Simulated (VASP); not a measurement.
SiC (wurtzite), at 0.96 of the tabulated volume:

```
CSi
1.0
    1.51919    -2.63131     0.00000
    1.51919     2.63131     0.00000
    0.00000     0.00000     4.98175
Si C
2 2
Direct
  0.66667   0.33333   0.50000
  0.33333   0.66667   0.00000
  0.66667   0.33333   0.87500
  0.33333   0.66667   0.37500
```

The lowest empty band near K, direction to Γ, from PBE with spin-orbit coupling in VASP (PAW); its two spin partners are averaged. The gap over the points computed is 2.18 eV, and the next band on that side lies 6.11 eV away at the edge.

Numerical set-up: 520 eV cut-off, 9×9×5 Γ-centred mesh, Gaussian smearing of 0.050 eV, potentials Si C.

```
distance from the edge in k (1/Å)  distance in energy (meV)
---------------------------------  ------------------------
0.025                                                   5.5
0.035                                                  10.9
0.050                                                  22.0
0.070                                                  42.9
```

Problem. Fit E(1 + αE) = ħ²k²/2m* (ħ²/2m0 = 3.810 eV Å²) and predict the row at 0.095 1/Å.

Solution. The rows don't resolve α, so a parabola serves: the electron mass is m* = 0.434 m0, and so 79.2 meV. The run gave 78.1 meV, -1.1 meV from the fit.

Left out are points under 3 meV from the edge, since the levels carry 0.1 meV, and points farther than half the way to the next band.

The compound is SiC in the wurtzite structure, the rare 2H polytype. The cell was not relaxed at this level.
